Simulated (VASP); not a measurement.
# Band gap of AlN at several levels of theory, part 2 of 2

How does the band gap of AlN depend on the functional? The starting structure is a measured crystal structure from the Crystallography Open Database. The atoms were first relaxed with LDA in that cell, in a run that isn't shown, and the relaxed structure is the one below. Meshes and data sets differ where the inputs say so.

VASP 6.6.1.

Results so far: LDA 4.411 eV; PBE 4.387 eV; r2SCAN 5.071 eV.

### 5. Bands with TB-mBJ

Level of this step: TB-mBJ; plane waves and PAW (Al, N) (VASP).

TB-mBJ is a local potential fitted to gaps: it costs far less than a hybrid but gives no energy. Its energies, forces and stress mean nothing.

Contents of INCAR:

```
SYSTEM = AlN
PREC = Accurate
ENCUT = 460
EDIFF = 1E-06
NELM = 150
ISMEAR = 0
SIGMA = 0.03
LREAL = .FALSE.
ALGO = Normal
METAGGA = MBJ
LASPH = .TRUE.
NBANDS = 22
LORBIT = 11
LWAVE = .FALSE.
LCHARG = .FALSE.
KPAR = 8
```

Contents of POSCAR:

```
AlN
1.0
    3.0810000000      0.0000000000      0.0000000000
   -1.5405000000      2.6682242691      0.0000000000
    0.0000000000      0.0000000000      5.0310000000
Al N
2 2
Direct
    0.6666666667      0.3333333333      0.5018479882
    0.3333333333      0.6666666667      0.0018479882
    0.6666666667      0.3333333333      0.8801520118
    0.3333333333      0.6666666667      0.3801520118
```

Contents of KPOINTS:

```
Automatic mesh
0
Gamma
9 9 4
0 0 0
```

Contents of KPOINTS_OPT:

```
Line mode
10
Line-mode
Reciprocal
  0.00000000   0.00000000   0.00000000 GAMMA
  0.50000000   0.00000000   0.00000000 M

  0.50000000   0.00000000   0.00000000 M
  0.33333333   0.33333333   0.00000000 K

  0.33333333   0.33333333   0.00000000 K
  0.00000000   0.00000000   0.00000000 GAMMA

  0.00000000   0.00000000   0.00000000 GAMMA
  0.00000000   0.00000000   0.50000000 A

  0.00000000   0.00000000   0.50000000 A
  0.50000000   0.00000000   0.50000000 L

  0.50000000   0.00000000   0.50000000 L
  0.33333333   0.33333333   0.50000000 H

  0.33333333   0.33333333   0.50000000 H
  0.00000000   0.00000000   0.50000000 A

  0.50000000   0.00000000   0.50000000 L
  0.50000000   0.00000000   0.00000000 M

  0.33333333   0.33333333   0.00000000 K
  0.33333333   0.33333333   0.50000000 H
```

The projector-augmented-wave data sets are Al and N (PBE family, release 64).

Run with:

```sh
$ mpirun -np 8 vasp_std
```

Numbers of over 12 decimals in the logs are rounded to 6 here.

What it wrote:

```text
[banner, memory and clock lines left out]
running    8 mpi-ranks, on    1 nodes
[...]
[... a notice as in an earlier step ...]

 [... a notice as in an earlier step ...]

 LDA part: xc-table for (None), standard interpolation
 POSCAR, INCAR and KPOINTS ok, starting setup
[...]
entering main loop
       N       E                     dE             d eps       ncg     rms          rms(c)
DAV:   1     0.993151337651E+02    0.99315E+02   -0.63176E+03  1584   0.585E+02
DAV:   2     0.359222501518E+02   -0.63393E+02   -0.59899E+02  1934   0.149E+02
DAV:   3     0.335195912595E+02   -0.24027E+01   -0.23899E+01  1962   0.268E+01
DAV:   4     0.335071503452E+02   -0.12441E-01   -0.12440E-01  1794   0.215E+00
[...]
DAV:  51     0.448540786652E+02    0.50810E-05   -0.57243E-12   792   0.190E-05    0.297E-05
DAV:  52     0.448540716926E+02   -0.69726E-05   -0.77774E-12   792   0.204E-05    0.145E-05
DAV:  53     0.448540715796E+02   -0.11301E-06   -0.68257E-12   792   0.166E-05
   1 F= 0.44854072E+02 E0= 0.44854072E+02  d E =-.781078E-27
 Start KPOINTS_OPT (optional k-point list driver)
k-point batch [1-36\90]
       N       E                     dE             ncg
DAV:   1     0.283702320054E+04   -0.10741E+05     1584
DAV:   2     0.696958026680E+03   -0.21401E+04     1998
DAV:   3     0.616332306966E+03   -0.80626E+02     1926
DAV:   4     0.615770207000E+03   -0.56210E+00     1806
DAV:   5     0.615761345805E+03   -0.88612E-02     1902
DAV:   6     0.615761159927E+03   -0.18588E-03     1776
DAV:   7     0.615761155624E+03   -0.43027E-05     1830
DAV:   8     0.615761155405E+03   -0.21941E-06     1230
[...]
k-point batch [73-90\90]
       N       E                     dE             ncg
DAV:   1     0.106997355494E+05   -0.10153E+05      792
DAV:   2     0.973013550736E+04   -0.96960E+03     1058
DAV:   3     0.969653300177E+04   -0.33603E+02      990
DAV:   4     0.969626970341E+04   -0.26330E+00      918
DAV:   5     0.969626521773E+04   -0.44857E-02      986
DAV:   6     0.969626512692E+04   -0.90808E-04      906
DAV:   7     0.969626512501E+04   -0.19139E-05      908
DAV:   8     0.969626512490E+04   -0.11415E-06      620
```

Wall time 38 s (8 MPI ranks of AMD EPYC 7R43, shared host); peak memory 1.4 GiB.

OUTCAR, selected parts (step 5):

```text
  Total       43.8312004     43.8312004     42.5608995      0.0000000     -0.0000000      0.0000000
  in kB     1697.9527551   1697.9527551   1648.7432652      0.0000000     -0.0000000      0.0000000
  external PRESSURE =    1681.5495918 kB  Pullay stress =       0.0000000 kB

 POSITION                                       TOTAL-FORCE (eV/Angst)
 -----------------------------------------------------------------------------------
      1.54050      0.88941      2.52480         0.000000      0.000000     -0.051942
     -0.00000      1.77882      0.00930        -0.000000      0.000000     -0.051942
      1.54050      0.88941      4.42804        -0.000000      0.000000      0.051942
     -0.00000      1.77882      1.91254        -0.000000      0.000000      0.051942
 -----------------------------------------------------------------------------------
    total drift:                                0.000000      0.000000     -0.277498

  FREE ENERGIE OF THE ION-ELECTRON SYSTEM (eV)
  ---------------------------------------------------
  free  energy   TOTEN  =        44.8540715796 eV

  energy  without entropy=       44.8540715796  energy(sigma->0) =       44.85407158

[... 2 parts as in an earlier step ...]

[... 1 further part left out ...]
[key lines of the parts left out:]
E-fermi :   6.3850
```

TB-mBJ gives a direct gap of 5.543 eV. The least gap is +1.132 eV from that of LDA.

### 6. Bands with HSE06

HSE06 mixes in a quarter of exact exchange at short range, at far higher cost; in semiconductors this cures much of the gap error, while metals seldom gain. This run uses a 5×5×3 mesh. Its starting orbitals come from a semilocal run on the same mesh, not shown.

Contents of INCAR:

```
SYSTEM = AlN
PREC = Accurate
ENCUT = 460
EDIFF = 1E-06
NELM = 100
ISMEAR = 0
SIGMA = 0.03
LREAL = .FALSE.
ALGO = Normal
LHFCALC = .TRUE.
AEXX = 0.25
GGA = PE
HFSCREEN = 0.2
LASPH = .TRUE.
NBANDS = 14
PRECFOCK = Fast
LORBIT = 11
LWAVE = .FALSE.
LCHARG = .FALSE.
KPAR = 8
```

POSCAR is that of step 5.

Contents of KPOINTS:

```
Automatic mesh
0
Gamma
5 5 3
0 0 0
```

KPOINTS_OPT is that of step 5.

Run with:

```sh
$ mpirun -np 8 vasp_std
```

What it wrote:

```text
[banner, memory and clock lines left out]
running    8 mpi-ranks, on    1 nodes
[...]
[... a notice as in an earlier step ...]

 LDA part: xc-table for (Slater+PW92), standard interpolation
 found WAVECAR, reading the header
 POSCAR, INCAR and KPOINTS ok, starting setup
[...]
reading WAVECAR
 the WAVECAR file was read successfully
 initial charge from wavefunction
 entering main loop
       N       E                     dE             d eps       ncg     rms          rms(c)
DAV:   1    -0.349472564681E+02   -0.34947E+02   -0.15092E+00   378   0.907E+00    0.132E+01
DAV:   2    -0.349526699348E+02   -0.54135E-02   -0.38165E-02   356   0.168E+00    0.898E+00
DAV:   3    -0.349482108494E+02    0.44591E-02   -0.65134E-03   340   0.600E-01    0.551E+00
DAV:   4    -0.349476948967E+02    0.51595E-03   -0.95705E-04   346   0.217E-01    0.330E+00
[...]
DAV:   9    -0.349472214128E+02    0.33147E-05   -0.10476E-06   230   0.905E-03    0.214E-01
DAV:  10    -0.349472203387E+02    0.10741E-05   -0.47968E-07   212   0.615E-03    0.120E-01
DAV:  11    -0.349472201969E+02    0.14176E-06   -0.16212E-07   176   0.368E-03
   1 F= -.34947220E+02 E0= -.34947220E+02  d E =-.346978E-15
 Start KPOINTS_OPT (optional k-point list driver)
k-point batch [1-10\90]
       N       E                     dE             ncg
DAV:   1     0.742017440392E+03   -0.20925E+04      280
DAV:   2     0.282169423243E+02   -0.71380E+03      364
DAV:   3    -0.324297647219E+02   -0.60647E+02      346
DAV:   4    -0.332585476795E+02   -0.82878E+00      370
DAV:   5    -0.332679420152E+02   -0.93943E-02      370
DAV:   6    -0.332681228831E+02   -0.18087E-03      354
DAV:   7    -0.332681278681E+02   -0.49850E-05      332
DAV:   8    -0.332681280201E+02   -0.15206E-06      260
[...]
k-point batch [81-90\90]
       N       E                     dE             ncg
DAV:   1     0.544474337882E+03   -0.61616E+04      280
DAV:   2    -0.858485645878E+02   -0.63032E+03      352
DAV:   3    -0.131882438785E+03   -0.46034E+02      364
DAV:   4    -0.132621175254E+03   -0.73874E+00      382
DAV:   5    -0.132628325587E+03   -0.71503E-02      364
DAV:   6    -0.132628489824E+03   -0.16424E-03      380
DAV:   7    -0.132628492918E+03   -0.30946E-05      300
DAV:   8    -0.132628493012E+03   -0.93714E-07      260
```

It took 3.2 min on 8 MPI ranks; peak memory 1.8 GiB.

Parts of OUTCAR (step 6):

```text
 POSITION                                       TOTAL-FORCE (eV/Angst)
 -----------------------------------------------------------------------------------
      1.54050      0.88941      2.52480         0.000000      0.000000     -0.013658
     -0.00000      1.77882      0.00930        -0.000000     -0.000000     -0.013658
      1.54050      0.88941      4.42804         0.000000      0.000000      0.013658
     -0.00000      1.77882      1.91254        -0.000000     -0.000000      0.013658
 -----------------------------------------------------------------------------------
    total drift:                                0.000000      0.000000      0.003102

  FREE ENERGIE OF THE ION-ELECTRON SYSTEM (eV)
  ---------------------------------------------------
  free  energy   TOTEN  =       -34.9472201969 eV

  energy  without entropy=      -34.9472201969  energy(sigma->0) =      -34.94722020

[... 1 part as in an earlier step ...]

[... 2 further parts left out ...]
[key lines of the parts left out:]
E-fermi :   5.3607
```

HSE06 gives a direct gap of 5.765 eV. The least gap is +1.354 eV from that of LDA, on another mesh, which alone can move a gap by some hundredths of an eV.

### 7. Bands with PBE0

PBE0 keeps a quarter of exact exchange at all ranges; it tends to overshoot small gaps. This run uses a 5×5×3 mesh. It starts from the orbitals of an earlier run, not shown.

Edit INCAR of step 6 so:

```diff
@@ -12,3 +12,2 @@
 GGA = PE
-HFSCREEN = 0.2
 LASPH = .TRUE.
@@ -16,2 +15,3 @@
 PRECFOCK = Fast
+HFRCUT = -1
 LORBIT = 11
```

POSCAR is that of step 6.

KPOINTS is that of step 6.

KPOINTS_OPT is that of step 6.

Run with:

```sh
$ mpirun -np 8 vasp_std
```

What it wrote:

```text
[banner, memory and clock lines left out]
running    8 mpi-ranks, on    1 nodes
[...]
[... a notice as in an earlier step ...]

 LDA part: xc-table for (Slater+PW92), standard interpolation
 found WAVECAR, reading the header
 POSCAR, INCAR and KPOINTS ok, starting setup
[...]
HFRCUT set to (new)   9.047189
 reading WAVECAR
 the WAVECAR file was read successfully
 initial charge from wavefunction
 entering main loop
       N       E                     dE             d eps       ncg     rms          rms(c)
DAV:   1    -0.367097969931E+02   -0.36710E+02   -0.14860E+00   378   0.898E+00    0.133E+01
DAV:   2    -0.367207006277E+02   -0.10904E-01   -0.42395E-02   356   0.174E+00    0.945E+00
DAV:   3    -0.367156617792E+02    0.50388E-02   -0.72940E-03   340   0.645E-01    0.586E+00
DAV:   4    -0.367152182151E+02    0.44356E-03   -0.14466E-03   346   0.271E-01    0.353E+00
[...]
DAV:   8    -0.367147657572E+02    0.11900E-04   -0.24101E-06   312   0.140E-02    0.412E-01
DAV:   9    -0.367147620307E+02    0.37265E-05   -0.12100E-06   224   0.965E-03    0.239E-01
DAV:  10    -0.367147610430E+02    0.98766E-06   -0.49540E-07   206   0.613E-03
   1 F= -.36714761E+02 E0= -.36714761E+02  d E =-.339008E-22
 Start KPOINTS_OPT (optional k-point list driver)
k-point batch [1-10\90]
       N       E                     dE             ncg
DAV:   1     0.695339053299E+03   -0.21391E+04      280
DAV:   2    -0.345416875844E+02   -0.72988E+03      364
DAV:   3    -0.949790588223E+02   -0.60437E+02      346
DAV:   4    -0.957861758589E+02   -0.80712E+00      364
DAV:   5    -0.957952994544E+02   -0.91236E-02      370
DAV:   6    -0.957954835038E+02   -0.18405E-03      354
DAV:   7    -0.957954887047E+02   -0.52009E-05      332
DAV:   8    -0.957954888691E+02   -0.16437E-06      260
[...]
k-point batch [81-90\90]
       N       E                     dE             ncg
DAV:   1     0.488758811044E+03   -0.62173E+04      280
DAV:   2    -0.150546850546E+03   -0.63931E+03      346
DAV:   3    -0.195551145033E+03   -0.45004E+02      358
DAV:   4    -0.196270997612E+03   -0.71985E+00      382
DAV:   5    -0.196278239011E+03   -0.72414E-02      364
DAV:   6    -0.196278420697E+03   -0.18169E-03      396
DAV:   7    -0.196278423040E+03   -0.23431E-05      284
DAV:   8    -0.196278423110E+03   -0.69924E-07      260
```

Run time: 3.1 min. Hardware: 8 MPI ranks; peak memory 1.1 GiB.

OUTCAR, selected parts (step 7):

```text
 POSITION                                       TOTAL-FORCE (eV/Angst)
 -----------------------------------------------------------------------------------
      1.54050      0.88941      2.52480         0.000000      0.000000     -0.013085
     -0.00000      1.77882      0.00930        -0.000000      0.000000     -0.013085
      1.54050      0.88941      4.42804        -0.000000      0.000000      0.013085
     -0.00000      1.77882      1.91254         0.000000     -0.000000      0.013085
 -----------------------------------------------------------------------------------
    total drift:                                0.000000      0.000000      0.003280

  FREE ENERGIE OF THE ION-ELECTRON SYSTEM (eV)
  ---------------------------------------------------
  free  energy   TOTEN  =       -36.7147610430 eV

  energy  without entropy=      -36.7147610430  energy(sigma->0) =      -36.71476104

[... 2 parts as in an earlier step ...]

[... 1 further part left out ...]
[key lines of the parts left out:]
E-fermi :   5.0291
```

PBE0 gives a direct gap of 6.483 eV. The least gap is +2.072 eV from that of LDA, on another mesh, which alone can move a gap by some hundredths of an eV.

### 8. Bands with r2SCAN-EpsX

Here the share of exact exchange is set to the inverse of the computed dielectric constant, since screening weakens exchange. This run uses a 5×5×3 mesh. It starts from the orbitals of an earlier run, not shown.

Edit INCAR of step 7 so:

```diff
@@ -10,4 +10,4 @@
 LHFCALC = .TRUE.
-AEXX = 0.25
-GGA = PE
+AEXX = 0.222
+METAGGA = R2SCAN
 LASPH = .TRUE.
```

POSCAR is that of step 7.

KPOINTS is that of step 7.

KPOINTS_OPT is that of step 7.

Run with:

```sh
$ mpirun -np 8 vasp_std
```

What it wrote:

```text
[banner, memory and clock lines left out]
running    8 mpi-ranks, on    1 nodes
[...]
[... a notice as in an earlier step ...]

 [... a notice as in an earlier step ...]

 LDA part: xc-table for (None), standard interpolation
 found WAVECAR, reading the header
 POSCAR, INCAR and KPOINTS ok, starting setup
[...]
HFRCUT set to (new)   9.047189
 reading WAVECAR
 the WAVECAR file was read successfully
 initial charge from wavefunction
 entering main loop
       N       E                     dE             d eps       ncg     rms          rms(c)
DAV:   1    -0.426256496234E+02   -0.42626E+02   -0.22935E+00   310   0.123E+01    0.116E+01
DAV:   2    -0.426565126082E+02   -0.30863E-01   -0.19632E-01   380   0.381E+00    0.117E+01
DAV:   3    -0.426486774626E+02    0.78351E-02   -0.22178E-02   340   0.113E+00    0.838E+00
DAV:   4    -0.426467403912E+02    0.19371E-02   -0.29030E-03   346   0.404E-01    0.501E+00
[...]
DAV:  14    -0.426454105999E+02   -0.22655E-05   -0.35265E-08   194   0.161E-03    0.470E-03
DAV:  15    -0.426454118634E+02   -0.12635E-05   -0.19004E-08   194   0.117E-03    0.115E-03
DAV:  16    -0.426454124786E+02   -0.61521E-06   -0.54547E-09   176   0.678E-04
   1 F= -.42645412E+02 E0= -.42645412E+02  d E =-.220159E-11
 Start KPOINTS_OPT (optional k-point list driver)
k-point batch [1-10\90]
       N       E                     dE             ncg
DAV:   1     0.687899920387E+03   -0.21466E+04      280
DAV:   2    -0.554884238351E+02   -0.74339E+03      364
DAV:   3    -0.113084526129E+03   -0.57596E+02      352
DAV:   4    -0.113828156386E+03   -0.74363E+00      370
DAV:   5    -0.113836530920E+03   -0.83745E-02      382
DAV:   6    -0.113836718634E+03   -0.18771E-03      360
DAV:   7    -0.113836724257E+03   -0.56233E-05      332
DAV:   8    -0.113836724439E+03   -0.18140E-06      266
[...]
k-point batch [81-90\90]
       N       E                     dE             ncg
DAV:   1     0.480269385243E+03   -0.62258E+04      280
DAV:   2    -0.169489549850E+03   -0.64976E+03      352
DAV:   3    -0.213210553049E+03   -0.43721E+02      358
DAV:   4    -0.213875079888E+03   -0.66453E+00      388
DAV:   5    -0.213881898781E+03   -0.68189E-02      376
DAV:   6    -0.213882084054E+03   -0.18527E-03      394
DAV:   7    -0.213882087299E+03   -0.32454E-05      292
DAV:   8    -0.213882087401E+03   -0.10164E-06      260
```

Run time: 3.5 min. Hardware: 8 MPI ranks; peak memory 1.1 GiB.

OUTCAR, selected parts (step 8):

```text
 POSITION                                       TOTAL-FORCE (eV/Angst)
 -----------------------------------------------------------------------------------
      1.54050      0.88941      2.52480        -0.000000     -0.000000     -0.016308
     -0.00000      1.77882      0.00930         0.000000      0.000000     -0.016308
      1.54050      0.88941      4.42804        -0.000000     -0.000000      0.016308
     -0.00000      1.77882      1.91254         0.000000     -0.000000      0.016308
 -----------------------------------------------------------------------------------
    total drift:                               -0.000000     -0.000000     -0.019447

  FREE ENERGIE OF THE ION-ELECTRON SYSTEM (eV)
  ---------------------------------------------------
  free  energy   TOTEN  =       -42.6454124786 eV

  energy  without entropy=      -42.6454124786  energy(sigma->0) =      -42.64541248

[... 2 parts as in an earlier step ...]

[... 1 further part left out ...]
[key lines of the parts left out:]
E-fermi :   4.9292
```

r2SCAN-EpsX gives a direct gap of 6.708 eV. The least gap is +2.297 eV from that of LDA, on another mesh, which alone can move a gap by some hundredths of an eV.

### 9. The runs compared

```csv
level,gap (eV),least direct gap (eV),mesh,core minutes
LDA,4.411,4.411,9×9×4,1.28
PBE,4.387,4.387,9×9×4,1.55
r2SCAN,5.071,5.071,9×9×4,6.8
TB-mBJ,5.543,5.543,9×9×4,5.07
HSE06,5.765,5.765,5×5×3,25.3
PBE0,6.483,6.483,5×5×3,24.8
r2SCAN-EpsX,6.708,6.708,5×5×3,27.7
```

Core minutes are wall time times ranks of the run shown, on a shared host.

### 10. Summary of results

* gap, LDA: 4.411 eV
* gap, PBE: 4.387 eV
* gap, r2SCAN: 5.071 eV
* gap, TB-mBJ: 5.543 eV
* gap, HSE06: 5.765 eV
* gap, PBE0: 6.483 eV
* gap, r2SCAN-EpsX: 6.708 eV

**Reading.** Without spin-orbit coupling the gap of AlN runs from 4.387 eV (PBE) to 6.708 eV (r2SCAN-EpsX). HSE06 gives +1.38 eV from PBE, on another mesh, which alone can move a gap by some hundredths of an eV. TB-mBJ lies -0.22 eV from HSE06, on another mesh, which alone can move a gap by some hundredths of an eV. These are gaps between Kohn-Sham or generalised Kohn-Sham levels of a static lattice, without excitons or temperature. Further runs on this material are not shown.

[Lines on the potential files, build, host, timing and source positions are cut from VASP's logs without a mark.]

[Logs are printed without paths, hosts, clocks, repeated set-up lines and the standing remarks that a program may print on its own settings, such as how far it seeks lower states.]

[Hosts, paths, dates, database ids (printed as entryN), source tags and the programs' standing remarks are cut or masked in the printed files.]
